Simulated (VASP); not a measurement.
# A VASP study of TiO2 (Anatase) (PBE): structure first, properties next, part 3 of 4

How well does PBE reproduce what experiment finds for TiO2 (Anatase)? The cell is relaxed first, and properties follow on it. The start is a cell from a database of measured crystal structures.

VASP 6.6.1, plane waves and PAW; the level of theory is named at each step.

So far, gap on the k-mesh (eV): 2.13 in steps 2, 3 and 4. The relaxed cell has a = 3.803, c = 9.707 Å (conventional setting).

### Step 5. Bands along the symmetry lines (PBE)

Level of this step: PBE; plane waves and PAW (Ti_sv, O) (VASP).

The mesh alone shows little of the dispersion and can miss band extrema, so KPOINTS_OPT adds a path through the symmetry points after the self-consistent cycle.

The input, INCAR:

```
SYSTEM = TiO2
PREC = Accurate
ENCUT = 520
EDIFF = 1E-06
NELM = 100
ISMEAR = 0
SIGMA = 0.05
LREAL = .FALSE.
ALGO = Normal
GGA = PE
NBANDS = 40
LASPH = .TRUE.
LORBIT = 11
LWAVE = .FALSE.
LCHARG = .FALSE.
KPAR = 4
```

The input, POSCAR:

```
TiO2
1.0
   -1.9015196885      1.9015196885      4.8532805908
    1.9015196885     -1.9015196885      4.8532805908
    1.9015196885      1.9015196885     -4.8532805908
Ti O
2 4
Direct
    0.0000000000      0.0000000000      0.0000000000
    0.7500000000      0.2500000000      0.5000000000
    0.2065503743      0.2065503743      0.0000000000
    0.9565503743      0.4565503743      0.5000000000
    0.5434496257      0.0434496257      0.5000000000
    0.7934496257      0.7934496257      0.0000000000
```

The input, KPOINTS:

```
Automatic mesh
0
Gamma
8 8 8
0 0 0
```

The input, KPOINTS_OPT:

```
Line mode
16
Line-mode
Reciprocal
  0.00000000   0.00000000   0.00000000 GAMMA
  0.00000000   0.00000000   0.50000000 X

  0.00000000   0.00000000   0.50000000 X
 -0.07675397   0.07675397   0.50000000 Y

 -0.07675397   0.07675397   0.50000000 Y
 -0.28837699   0.28837699   0.28837699 S

 -0.28837699   0.28837699   0.28837699 S
  0.00000000   0.00000000   0.00000000 GAMMA

  0.00000000   0.00000000   0.00000000 GAMMA
  0.50000000   0.50000000  -0.50000000 Z

  0.50000000   0.50000000  -0.50000000 Z
  0.28837699   0.71162301  -0.28837699 S1

  0.28837699   0.71162301  -0.28837699 S1
  0.00000000   0.50000000   0.00000000 N

  0.00000000   0.50000000   0.00000000 N
  0.25000000   0.25000000   0.25000000 P

  0.25000000   0.25000000   0.25000000 P
  0.50000000   0.50000000  -0.07675397 Y1

  0.50000000   0.50000000  -0.07675397 Y1
  0.50000000   0.50000000  -0.50000000 Z

  0.00000000   0.00000000   0.50000000 X
  0.25000000   0.25000000   0.25000000 P
```

The projector-augmented-wave data sets are Ti_sv and O (PBE family, release 64).

The run is started by

```
$ mpirun -np 4 vasp_std
```

The log of the run:

```text
[... set-up lines as in an earlier step ...]
 entering main loop
       N       E                     dE             d eps       ncg     rms          rms(c)
DAV:   1     0.634843811846E+03    0.63484E+03   -0.23059E+04  4720   0.138E+03
DAV:   2     0.155848894238E+02   -0.61926E+03   -0.56076E+03  4904   0.437E+02
DAV:   3    -0.664186563781E+02   -0.82004E+02   -0.80353E+02  6208   0.159E+02
DAV:   4    -0.711789362860E+02   -0.47603E+01   -0.47382E+01  6984   0.340E+01
DAV:   5    -0.713546494457E+02   -0.17571E+00   -0.17570E+00  5848   0.479E+00    0.313E+01
DAV:   6    -0.546466336949E+02    0.16708E+02   -0.41772E+01  6168   0.725E+01    0.120E+01
DAV:   7    -0.541325438400E+02    0.51409E+00   -0.82497E+00  5512   0.280E+01    0.967E+00
DAV:   8    -0.541393152414E+02   -0.67714E-02   -0.46564E-01  5680   0.366E+00    0.875E+00
DAV:   9    -0.544901448413E+02   -0.35083E+00   -0.15141E+00  6800   0.153E+01    0.718E+00
DAV:  10    -0.539627502395E+02    0.52739E+00   -0.40668E-01  6104   0.670E+00    0.301E+00
DAV:  11    -0.538662341849E+02    0.96516E-01   -0.19253E-01  6592   0.333E+00    0.884E-01
DAV:  12    -0.538734663224E+02   -0.72321E-02   -0.23924E-02  5528   0.139E+00    0.762E-01
DAV:  13    -0.538660309026E+02    0.74354E-02   -0.52676E-03  6784   0.799E-01    0.235E-01
DAV:  14    -0.538655150672E+02    0.51584E-03   -0.18827E-03  6488   0.298E-01    0.487E-02
DAV:  15    -0.538655033885E+02    0.11679E-04   -0.18793E-04  7368   0.839E-02    0.196E-02
DAV:  16    -0.538655097166E+02   -0.63282E-05   -0.86179E-06  5744   0.259E-02    0.212E-02
DAV:  17    -0.538655030116E+02    0.67051E-05   -0.42806E-06  5552   0.273E-02    0.122E-02
DAV:  18    -0.538655016484E+02    0.13631E-05   -0.27734E-06  4904   0.922E-03    0.267E-03
DAV:  19    -0.538655016522E+02   -0.37599E-08   -0.15520E-07  3224   0.244E-03
   1 F= -.53865502E+02 E0= -.53865502E+02  d E =-.175858E-10
 Start KPOINTS_OPT (optional k-point list driver)
k-point batch [1-59\176]
       N       E                     dE             ncg
DAV:   1    -0.795045418017E+03   -0.80659E+05     4720
DAV:   2    -0.342559330152E+05   -0.33461E+05     4848
DAV:   3    -0.385764337447E+05   -0.43205E+04     6296
DAV:   4    -0.388840343336E+05   -0.30760E+03     7008
DAV:   5    -0.388941737414E+05   -0.10139E+02     5632
DAV:   6    -0.388943406574E+05   -0.16692E+00     6448
DAV:   7    -0.388943441227E+05   -0.34653E-02     5616
DAV:   8    -0.388943441738E+05   -0.51153E-04     5304
DAV:   9    -0.388943441748E+05   -0.95698E-06     3344
[...]
k-point batch [119-176\176]
       N       E                     dE             ncg
DAV:   1     0.611905962894E+03   -0.94581E+05     4640
DAV:   2    -0.322639527203E+05   -0.32876E+05     4736
DAV:   3    -0.365539377905E+05   -0.42900E+04     6240
DAV:   4    -0.368586822763E+05   -0.30474E+03     6704
DAV:   5    -0.368681055288E+05   -0.94233E+01     5704
DAV:   6    -0.368682092906E+05   -0.10376E+00     6120
DAV:   7    -0.368682114927E+05   -0.22021E-02     5736
DAV:   8    -0.368682115361E+05   -0.43350E-04     5000
DAV:   9    -0.368682115375E+05   -0.14563E-05     3504
DAV:  10    -0.368682115377E+05   -0.14793E-06     3544
```

Wall time 6.6 min (4 MPI ranks of AMD EPYC 7R43, shared host); peak memory 1.6 GiB; 26 min of CPU time.

From OUTCAR (step 5):

```text
   k-points           NKPTS =     59   k-points in BZ     NKDIM =     59   number of bands    NBANDS=     40

   NELECT =      48.0000    total number of electrons

 E-fermi :   3.2975

 k-point     1 :       0.0000    0.0000    0.0000
  band No.  band energies     occupation
    ...
     20       2.3248      2.00000
     21       2.3248      2.00000
     22       2.3377      2.00000
     23       2.7064      2.00000
     24       2.7064      2.00000
     25       5.2209      0.00000
     26       5.8845      0.00000
     27       7.0625      0.00000
     28       7.0625      0.00000
     29       7.0728      0.00000
    ...

  Total        0.0206470      0.0206470      0.0168144      0.0000000     -0.0000000      0.0000000
  in kB        0.4712715      0.4712715      0.3837916      0.0000000     -0.0000000      0.0000000
  external PRESSURE =       0.4421115 kB  Pullay stress =       0.0000000 kB

 POSITION                                       TOTAL-FORCE (eV/Angst)
 -----------------------------------------------------------------------------------
      0.00000      0.00000      0.00000         0.000000      0.000000      0.000000
      0.00000      1.90152      2.42664         0.000000      0.000000      0.000000
      0.00000      0.00000      2.00489        -0.000000     -0.000000     -0.004472
      0.00000      1.90152      4.43153         0.000000      0.000000     -0.004472
     -0.00000      1.90152      0.42175        -0.000000     -0.000000      0.004472
      0.00000      0.00000      7.70167        -0.000000     -0.000000      0.004472
 -----------------------------------------------------------------------------------
    total drift:                                0.000000      0.000000      0.000000

  FREE ENERGIE OF THE ION-ELECTRON SYSTEM (eV)
  ---------------------------------------------------
  free  energy   TOTEN  =       -53.8655016522 eV

  energy  without entropy=      -53.8655016522  energy(sigma->0) =      -53.86550165

[... 10 parts as in an earlier step ...]

[... 6 further parts left out ...]
```

Numbers from this step:

```yaml
scf_cycles: 19
bands: 40
fermi_energy: 3.297 eV
pressure: 0.04421 GPa
least_gap_on_mesh_and_path: 2.092 eV
least_direct_gap_on_mesh_and_path: 2.401 eV
valence_top_at_k: 0, 0, 0.4333
least_direct_gap_at_k: 0.2667, 0.2667, -0.2667
```

Electronic bands along the path, in eV, zero at the valence-band top; v1 is the highest filled band, c1 the lowest empty one:

```
          point     v4     v3     v2     v1    c1    c2    c3    c4
              Γ  -0.80  -0.79  -0.42  -0.42  2.09  2.76  3.93  3.93
0.53 of the way  -1.78  -0.89  -0.61  -0.19  2.86  3.04  3.41  3.60
              X  -1.98  -1.98  -0.05  -0.05  3.19  3.19  3.66  3.66
0.53 of the way  -1.93  -1.93  -0.06  -0.06  3.18  3.18  3.64  3.64
              Y  -1.82  -1.82  -0.09  -0.09  3.17  3.17  3.61  3.61
0.53 of the way  -1.71  -0.99  -0.52  -0.42  3.06  3.08  3.44  3.60
              S  -1.17  -0.91  -0.83  -0.83  3.16  3.39  3.44  3.46
0.53 of the way  -1.32  -0.87  -0.85  -0.48  3.00  3.15  3.21  3.49
              Γ  -0.80  -0.79  -0.42  -0.42  2.09  2.76  3.93  3.93
0.47 of the way  -1.04  -1.04  -0.23  -0.23  2.17  2.67  3.75  3.75
              Z  -1.24  -1.24  -0.11  -0.11  2.41  2.41  3.67  3.67
0.47 of the way  -1.30  -0.72  -0.51  -0.51  2.64  3.06  3.38  3.39
             S1  -1.17  -0.91  -0.83  -0.83  3.16  3.39  3.44  3.46
0.53 of the way  -1.49  -0.90  -0.85  -0.72  3.18  3.43  3.44  3.50
              N  -1.88  -0.88  -0.86  -0.65  3.16  3.43  3.48  3.50
0.47 of the way  -1.84  -0.96  -0.58  -0.35  3.03  3.13  3.51  3.58
              P  -1.56  -1.56  -0.24  -0.24  3.42  3.42  3.45  3.45
0.47 of the way  -1.81  -1.61  -0.19  -0.13  3.25  3.28  3.55  3.60
             Y1  -1.82  -1.82  -0.09  -0.09  3.17  3.17  3.61  3.61
0.53 of the way  -0.98  -0.98  -0.54  -0.54  2.96  2.96  3.39  3.39
              Z  -1.24  -1.24  -0.11  -0.11  2.41  2.41  3.67  3.67
      jump to X  -1.98  -1.98  -0.05  -0.05  3.19  3.19  3.66  3.66
0.47 of the way  -1.77  -1.77  -0.13  -0.13  3.25  3.25  3.60  3.60
              P  -1.56  -1.56  -0.24  -0.24  3.42  3.42  3.45  3.45
```

Of the projections kept (Ti, O), the largest for each band there, as a share of the weight inside these atoms' spheres; weight between the spheres isn't counted:

```
point      v4      v3      v2      v1       c1       c2       c3       c4
    Γ  O 0.79  O 0.86  O 1.00  O 1.00  Ti 1.00  Ti 1.00  Ti 0.84  Ti 0.84
    X  O 0.75  O 0.75  O 0.96  O 0.96  Ti 0.96  Ti 0.96  Ti 0.82  Ti 0.82
    Y  O 0.76  O 0.76  O 0.96  O 0.96  Ti 0.96  Ti 0.96  Ti 0.83  Ti 0.83
    S  O 0.91  O 0.89  O 0.96  O 0.84  Ti 0.90  Ti 0.96  Ti 0.95  Ti 0.85
    Γ  O 0.79  O 0.86  O 1.00  O 1.00  Ti 1.00  Ti 1.00  Ti 0.84  Ti 0.84
    Z  O 0.85  O 0.85  O 0.97  O 0.97  Ti 1.00  Ti 1.00  Ti 0.95  Ti 0.95
```

The path lowers the gap by 0.03 eV against the mesh alone, so a band edge lies off the mesh.

The path shows an indirect gap of 2.09 eV (valence top between Γ and X, conduction bottom at Γ). The least direct gap is 2.40 eV.

### Step 6. Density of states (PBE)

Here the states are counted by energy and projected on the atoms. The mesh is finer than in the run before.

INCAR, as its differences from that of step 5:

```diff
@@ -5,3 +5,3 @@
 NELM = 100
-ISMEAR = 0
+ISMEAR = -5
 SIGMA = 0.05
@@ -16 +16,2 @@
 KPAR = 4
+NEDOS = 2001
```

POSCAR is that of step 5.

The input, KPOINTS:

```
Automatic mesh
0
Gamma
12 12 12
0 0 0
```

The run is started by

```
$ mpirun -np 4 vasp_std
```

The log of the run:

```text
[... set-up lines as in an earlier step ...]
 entering main loop
       N       E                     dE             d eps       ncg     rms          rms(c)
DAV:   1     0.631960389320E+03    0.63196E+03   -0.23114E+04 13040   0.139E+03
DAV:   2     0.157168888451E+02   -0.61624E+03   -0.55730E+03 13600   0.436E+02
DAV:   3    -0.664453602880E+02   -0.82162E+02   -0.80490E+02 17160   0.159E+02
DAV:   4    -0.711929487320E+02   -0.47476E+01   -0.47264E+01 19296   0.341E+01
DAV:   5    -0.713553236375E+02   -0.16237E+00   -0.16236E+00 16264   0.462E+00    0.313E+01
DAV:   6    -0.546493946668E+02    0.16706E+02   -0.41778E+01 16816   0.725E+01    0.120E+01
DAV:   7    -0.541325517421E+02    0.51684E+00   -0.82268E+00 15320   0.280E+01    0.967E+00
DAV:   8    -0.541466291701E+02   -0.14077E-01   -0.46941E-01 15656   0.365E+00    0.882E+00
DAV:   9    -0.545507051149E+02   -0.40408E+00   -0.16409E+00 18880   0.157E+01    0.753E+00
DAV:  10    -0.539747059289E+02    0.57600E+00   -0.44417E-01 16968   0.702E+00    0.321E+00
DAV:  11    -0.538688992584E+02    0.10581E+00   -0.19989E-01 18288   0.340E+00    0.118E+00
DAV:  12    -0.538768333475E+02   -0.79341E-02   -0.26646E-02 15304   0.153E+00    0.904E-01
DAV:  13    -0.538669975005E+02    0.98358E-02   -0.63640E-03 18312   0.811E-01    0.384E-01
DAV:  14    -0.538657380675E+02    0.12594E-02   -0.29344E-03 17072   0.320E-01    0.139E-01
DAV:  15    -0.538655477194E+02    0.19035E-03   -0.38359E-04 20392   0.109E-01    0.474E-02
DAV:  16    -0.538655274405E+02    0.20279E-04   -0.36877E-05 18432   0.493E-02    0.278E-02
DAV:  17    -0.538655239640E+02    0.34765E-05   -0.11794E-05 15112   0.224E-02    0.106E-02
DAV:  18    -0.538655235497E+02    0.41431E-06   -0.31502E-07  9904   0.633E-03
   1 F= -.53865524E+02 E0= -.53865524E+02  d E =0.000000E+00
```

Run time: 8.3 min. Hardware: 4 MPI ranks; peak memory 1.8 GiB; 29 min of CPU time.

From OUTCAR (step 6):

```text
   k-points           NKPTS =    163   k-points in BZ     NKDIM =    163   number of bands    NBANDS=     40

   NELECT =      48.0000    total number of electrons

 E-fermi :   3.1318

 k-point     1 :       0.0000    0.0000    0.0000
  band No.  band energies     occupation
    ...
     20       2.3256      2.00000
     21       2.3256      2.00000
     22       2.3385      2.00000
     23       2.7072      2.00000
     24       2.7072      2.00000
     25       5.2212      0.00000
     26       5.8849      0.00000
     27       7.0630      0.00000
     28       7.0630      0.00000
     29       7.0733      0.00000
    ...

  Total       -0.0173307     -0.0173307     -0.0224697      0.0000000      0.0000000      0.0000000
  in kB       -0.3955754     -0.3955754     -0.5128735      0.0000000      0.0000000      0.0000000
  external PRESSURE =      -0.4346748 kB  Pullay stress =       0.0000000 kB

 POSITION                                       TOTAL-FORCE (eV/Angst)
 -----------------------------------------------------------------------------------
      0.00000      0.00000      0.00000         0.000000      0.000000      0.000000
      0.00000      1.90152      2.42664         0.000000      0.000000      0.000000
      0.00000      0.00000      2.00489        -0.000000     -0.000000     -0.004473
      0.00000      1.90152      4.43153        -0.000000     -0.000000     -0.004473
     -0.00000      1.90152      0.42175         0.000000      0.000000      0.004473
      0.00000      0.00000      7.70167         0.000000      0.000000      0.004473
 -----------------------------------------------------------------------------------
    total drift:                                0.000000      0.000000      0.000000

  FREE ENERGIE OF THE ION-ELECTRON SYSTEM (eV)
  ---------------------------------------------------
  free  energy   TOTEN  =       -53.8655235497 eV

  energy  without entropy=      -53.8655235497  energy(sigma->0) =      -53.86552355

[... 7 parts as in an earlier step ...]

[... 9 further parts left out ...]
```

This step gave:

* SCF cycles: 18
* irreducible k-points: 163
* Fermi energy: 3.132 eV
* pressure: -0.04347 GPa
* valence top at k: -0.4167, 0.4167, 0
* least direct gap at k: -0.25, -0.25, 0.25
* gap on the k-mesh: 2.094 eV

The density of states has structure finer than the step of the table below, so its rows give means over 0.5 eV, whole bins alone (the curve runs from -12.0 to 4.74 eV). Peaks (eV: height): total -4.50: 9.47, -0.61: 9.11, 3.12: 11.2, 3.44: 14.2; O p -4.50: 4.79, -3.61: 4.33, -1.02: 4.97, -0.61: 6.40; Ti d -3.61: 1.83, 3.12: 9.39, 3.44: 11.8, 4.25: 4.49; Ti p -3.77: 0.380, -3.45: 0.289, -1.99: 0.205, -1.02: 0.274; Ti s -4.50: 0.681, 3.52: 0.102.

States under -12.0 eV and over 4.7 eV are left out. The density of states by energy, zero at the valence-band top; means over each step; values in states/eV/cell:

```
energy (eV)   total     O p    Ti d     Ti p     Ti s     O s
       -5.0       0       0       0        0        0       0
       -4.5    4.56    2.30   0.834   0.0888    0.267  0.0113
       -4.0    5.48    2.77    1.11    0.207    0.107  0.0149
       -3.5    6.89    3.51    1.30    0.221   0.0689  0.0256
       -3.0    3.85    2.02   0.771   0.0662   0.0604  0.0187
       -2.5    4.56    2.48   0.711    0.107   0.0433  0.0229
       -2.0    5.59    3.23   0.676    0.161   0.0585  0.0192
       -1.5    4.40    2.78   0.380    0.155   0.0642  0.0196
       -1.0    5.25    3.54   0.350    0.176   0.0282  0.0141
       -0.5    6.21    4.39   0.214   0.0816   0.0140  0.0151
        0.0    1.24   0.897  0.0388  0.00668  0.00104  9.3e-4
        0.5       0       0       0        0        0       0
        1.0       0       0       0        0        0       0
        1.5       0       0       0        0        0       0
        2.0  0.0251  7.8e-4  0.0206        0        0       0
        2.5   0.681  0.0294   0.562  0.00207   9.6e-5  2.1e-4
        3.0    6.50   0.339    5.43   0.0296   0.0200  0.0238
        3.5    9.58   0.922    7.70   0.0626   0.0513  0.0349
        4.0    4.45   0.765    3.24   0.0296  0.00699  0.0185
```

The gap on this mesh is 2.09 eV. In the top eV of the valence band the largest shares in the PAW spheres are O p 70 %; in the lowest eV of the conduction band, Ti d 84 %. The rest lies in smaller channels or between the spheres.

### Step 7. Vibrations at Γ (PBE)

Zone-centre modes test whether the atoms sit at a minimum within this cell. IBRION = 8 takes the force constants from linear response, which needs tightly converged orbitals.

The input, INCAR:

```
SYSTEM = TiO2
PREC = Accurate
ENCUT = 520
EDIFF = 1E-08
NELM = 100
ISMEAR = 0
SIGMA = 0.05
LREAL = .FALSE.
ALGO = Normal
GGA = PE
NBANDS = 30
LASPH = .TRUE.
LORBIT = 11
LWAVE = .FALSE.
LCHARG = .FALSE.
KPAR = 4
IBRION = 8
LEPSILON = .TRUE.
ISIF = 2
```

POSCAR is that of step 6.

The input, KPOINTS:

```
Automatic mesh
0
Gamma
16 16 16
0 0 0
```

The run is started by

```
$ mpirun -np 4 vasp_std
```

The log of the run:

```text
[... set-up lines as in an earlier step ...]
 entering main loop
       N       E                     dE             d eps       ncg     rms          rms(c)
DAV:   1     0.673153774175E+03    0.67315E+03   -0.24718E+04 20940   0.185E+03
DAV:   2     0.395792590089E+02   -0.63357E+03   -0.60297E+03 23206   0.545E+02
DAV:   3    -0.662552311984E+02   -0.10583E+03   -0.10383E+03 30716   0.204E+02
DAV:   4    -0.711384969032E+02   -0.48833E+01   -0.48772E+01 30054   0.447E+01
[...]
DAV:  17    -0.538655232540E+02    0.31841E-07   -0.33300E-07 28072   0.524E-03    0.419E-04
DAV:  18    -0.538655232380E+02    0.16010E-07   -0.38401E-08 21994   0.151E-03    0.293E-04
DAV:  19    -0.538655232376E+02    0.42746E-09   -0.61993E-09 10740   0.920E-04
   1 F= -.53865523E+02 E0= -.53865523E+02  d E =-.319468E-13
 Linear response reoptimize wavefunctions to high precision
DAV:   1    -0.538655232241E+02    0.13441E-07   -0.31363E-09 11224   0.363E-04
DAV:   2    -0.538655232242E+02   -0.96406E-10   -0.63712E-10 10524   0.212E-04
 Linear response G [H, r] |phi>, progress :
  Direction:   1
       N       E                     dE             d eps       ncg     rms
RMM:   1    -0.213900748592E+03   -0.21390E+03   -0.49038E+03 23932   0.109E+03
RMM:   2    -0.181839967045E+03    0.32061E+02   -0.18410E+02 36921   0.897E+01
RMM:   3    -0.187571183510E+03   -0.57312E+01   -0.45038E+01 48824   0.305E+01
RMM:   4    -0.188777421697E+03   -0.12062E+01   -0.11166E+01 54716   0.137E+01
[...]
RMM:  57    -0.189219673916E+03    0.11333E-06    0.10212E-05 24445   0.497E-04
RMM:  58    -0.189219674070E+03   -0.15393E-06    0.74445E-06 24300   0.484E-04
RMM:  59    -0.189219673922E+03    0.14755E-06    0.98450E-06 24114   0.470E-04
 Linear response G [H, r] |phi>, progress :
  Direction:   2
       N       E                     dE             d eps       ncg     rms
RMM:   1    -0.198672661053E+03   -0.19867E+03   -0.45255E+03 23902   0.110E+03
RMM:   2    -0.184699744396E+03    0.13973E+02   -0.20497E+02 37076   0.883E+01
RMM:   3    -0.190906223959E+03   -0.62065E+01   -0.47246E+01 48423   0.295E+01
RMM:   4    -0.192310769629E+03   -0.14045E+01   -0.11289E+01 53791   0.129E+01
[...]
RMM:  56    -0.192699966843E+03   -0.11582E-06    0.14496E-04 25321   0.563E-04
RMM:  57    -0.192699966722E+03    0.12087E-06    0.14962E-04 25209   0.545E-04
RMM:  58    -0.192699966884E+03   -0.16178E-06    0.14794E-04 24974   0.533E-04
 Linear response G [H, r] |phi>, progress :
  Direction:   3
       N       E                     dE             d eps       ncg     rms
RMM:   1    -0.202868149709E+03   -0.20287E+03   -0.46372E+03 24239   0.109E+03
RMM:   2    -0.182293571646E+03    0.20575E+02   -0.21176E+02 37931   0.878E+01
RMM:   3    -0.189594944239E+03   -0.73014E+01   -0.52625E+01 49946   0.301E+01
RMM:   4    -0.190677222091E+03   -0.10823E+01   -0.10541E+01 54216   0.134E+01
RMM:   5    -0.190965160992E+03   -0.28794E+00   -0.23133E+00 55208   0.628E+00
RMM:   6    -0.191051746161E+03   -0.86585E-01   -0.71947E-01 54405   0.322E+00
RMM:   7    -0.191076928425E+03   -0.25182E-01   -0.23642E-01 54434   0.176E+00
RMM:   8    -0.191086733701E+03   -0.98053E-02   -0.11140E-01 55447   0.105E+00
RMM:   9    -0.191089792983E+03   -0.30593E-02   -0.42668E-02 54847   0.636E-01
```

Elapsed: 1.6 h, on 4 MPI ranks.

The run was cut off at its time limit.

More ranks or a longer limit might have been enough; this was not tried.

(Part 3 of 4 ends here.)

[Lines on the potential files, build, host, timing and source positions are cut from VASP's logs without a mark.]

[Logs are printed without paths, hosts, clocks, repeated set-up lines and the standing remarks that a program may print on its own settings, such as how far it seeks lower states.]

[Hosts, paths, dates, database ids (printed as entryN), source tags and the programs' standing remarks are cut or masked in the printed files.]

[A measured line is paired with the nearest computed mode of its activity, which favours agreement.]

[In band tables of VASP the shares of atoms and orbitals are scaled to a sum of 1 inside the atoms' spheres.]
